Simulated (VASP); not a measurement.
Output of a VASP run:

**OSZICAR**
```
       N       E                     dE             d eps       ncg     rms          rms(c)
DAV:   1     0.518153348205E+03    0.51815E+03   -0.30882E+04   536   0.885E+02
DAV:   2    -0.254692256387E+02   -0.54362E+03   -0.52531E+03   664   0.191E+02
DAV:   3    -0.814873622472E+02   -0.56018E+02   -0.55298E+02   632   0.654E+01
DAV:   4    -0.831164975354E+02   -0.16291E+01   -0.16183E+01   696   0.113E+01
DAV:   5    -0.831719036392E+02   -0.55406E-01   -0.55307E-01   688   0.184E+00    0.123E+01
DAV:   6    -0.807095622943E+02    0.24623E+01   -0.71196E+00   661   0.627E+00    0.833E+00
DAV:   7    -0.807085045770E+02    0.10577E-02   -0.15814E+00   696   0.307E+00    0.268E+00
DAV:   8    -0.806991906586E+02    0.93139E-02   -0.10453E-01   672   0.973E-01    0.107E+00
DAV:   9    -0.807022192906E+02   -0.30286E-02   -0.17258E-02   664   0.474E-01    0.200E-01
DAV:  10    -0.807027178968E+02   -0.49861E-03   -0.21847E-03   624   0.148E-01    0.962E-02
DAV:  11    -0.807031060714E+02   -0.38817E-03   -0.43376E-04   672   0.705E-02    0.462E-02
DAV:  12    -0.807032596699E+02   -0.15360E-03   -0.16206E-04   624   0.393E-02    0.187E-02
DAV:  13    -0.807033027149E+02   -0.43045E-04   -0.53746E-05   624   0.213E-02    0.944E-03
DAV:  14    -0.807033077100E+02   -0.49951E-05   -0.63348E-06   664   0.676E-03    0.419E-03
DAV:  15    -0.807033100972E+02   -0.23872E-05   -0.32064E-06   536   0.523E-03    0.139E-03
DAV:  16    -0.807033103299E+02   -0.23266E-06   -0.46053E-07   400   0.201E-03
   1 F= -.80703310E+02 E0= -.80703310E+02  d E =-.546237E-39
```

**OUTCAR**
```
------------------------ aborting loop because EDIFF is reached ----------------------------------------
  FORCE on cell =-STRESS in cart. coord.  units (eV):
  Direction    XX          YY          ZZ          XY          YZ          ZX
  --------------------------------------------------------------------------------------
  Total        5.3543437      7.2288571      1.9555593      0.0000000      0.0000000      0.0000000
  in kB       14.8048766     19.9879471      5.4071639      0.0000000      0.0000000      0.0000000
  external PRESSURE =      13.3999959 kB  Pullay stress =       0.0000000 kB
  volume of cell :      579.44
      direct lattice vectors                 reciprocal lattice vectors
    12.362070000  0.000000000  0.000000000     0.080892601  0.000000000  0.000000000
     0.000000000  4.001560000  0.000000000     0.000000000  0.249902538  0.000000000
     0.000000000  0.000000000 11.713630000     0.000000000  0.000000000  0.085370632
 POSITION                                       TOTAL-FORCE (eV/Angst)
 -----------------------------------------------------------------------------------
      1.73465      3.00117      0.44617         0.227478      0.000000     -0.099962
     10.62742      1.00039     11.26746        -0.227478      0.000000      0.099962
      4.44639      1.00039      6.30299        -0.227478      0.000000     -0.099962
      7.91568      3.00117      5.41064         0.227478      0.000000      0.099962
      0.41796      1.00039      3.86070        -0.228502      0.000000     -0.069345
     11.94411      3.00117      7.85293         0.228502     -0.000000      0.069345
      5.76307      3.00117      9.71751         0.228502      0.000000     -0.069345
      6.59900      1.00039      1.99612        -0.228502      0.000000      0.069345
     11.72357      3.00117      1.49384        -0.250209      0.000000      0.235265
      0.63850      1.00039     10.21979         0.250209     -0.000000     -0.235265
      6.81954      1.00039      7.35065         0.250209     -0.000000      0.235265
      5.54253      3.00117      4.36298        -0.250209      0.000000     -0.235265
      2.53830      1.00039      2.25019         0.222983      0.000000     -0.109804
      9.82377      3.00117      9.46344        -0.222983     -0.000000      0.109804
      3.64273      3.00117      8.10700        -0.222983      0.000000     -0.109804
      8.71934      1.00039      3.60663         0.222983     -0.000000      0.109804
      7.75534      3.00117      0.63371         0.165429      0.000000     -0.164657
      4.60673      1.00039     11.07992        -0.165429      0.000000      0.164657
     10.78776      1.00039      6.49052        -0.165429      0.000000     -0.164657
      1.57431      3.00117      5.22311         0.165429      0.000000      0.164657
 -----------------------------------------------------------------------------------
    total drift:                                0.000000      0.000000      0.000000
  FREE ENERGIE OF THE ION-ELECTRON SYSTEM (eV)
  ---------------------------------------------------
  free  energy   TOTEN  =       -80.7033103299 eV

  energy  without entropy=      -80.7033103299  energy(sigma->0) =      -80.70331033
```
(Selected blocks of OUTCAR.)

### POSCAR
```
Sb2Se3
1
   12.3620700000     0.0000000000     0.0000000000
    0.0000000000     4.0015600000     0.0000000000
    0.0000000000     0.0000000000    11.7136300000
Sb Se
8 12
Direct
  0.1403200000   0.7500000000   0.0380900000
  0.8596800000   0.2500000000   0.9619100000
  0.3596800000   0.2500000000   0.5380900000
  0.6403200000   0.7500000000   0.4619100000
  0.0338100000   0.2500000000   0.3295900000
  0.9661900000   0.7500000000   0.6704100000
  0.4661900000   0.7500000000   0.8295900000
  0.5338100000   0.2500000000   0.1704100000
  0.9483500000   0.7500000000   0.1275300000
  0.0516500000   0.2500000000   0.8724700000
  0.5516500000   0.2500000000   0.6275300000
  0.4483500000   0.7500000000   0.3724700000
  0.2053300000   0.2500000000   0.1921000000
  0.7946700000   0.7500000000   0.8079000000
  0.2946700000   0.7500000000   0.6921000000
  0.7053300000   0.2500000000   0.3079000000
  0.6273500000   0.7500000000   0.0541000000
  0.3726500000   0.2500000000   0.9459000000
  0.8726500000   0.2500000000   0.5541000000
  0.1273500000   0.7500000000   0.4459000000
```

Problem. Write an INCAR and KPOINTS that could have produced this output.

Solution. One answer among several that fit: the input of the run itself, PW91 GGA, plane waves, VASP's PBE PAW potentials (set 64).

**INCAR**
```
SYSTEM = Sb2Se3
PREC = Accurate
ENCUT = 300
EDIFF = 1E-6
NELM = 100
ALGO = Normal
LREAL = Auto
LASPH = .TRUE.
ISMEAR = 0
SIGMA = 0.01
GGA = 91
LMAXMIX = 4
LWAVE = .FALSE.
LCHARG = .FALSE.
ISIF = 2
```

File KPOINTS:
```
Automatic mesh
0
Gamma
1 3 2
0 0 0
```

POTCAR, in this order: Sb Se (PBE.64 set). Program: vasp_std.

The structure comes from a computed database's Sb2Se3 entry; how it stands against other phases isn't given here. The cell was not relaxed at this level. The k-mesh is coarse (spacing up to 0.52 per Å, 2π included), so the numbers may not be converged in it. The run is one of a series of settings (GGA = 91 against the base run), some of them coarse on purpose.
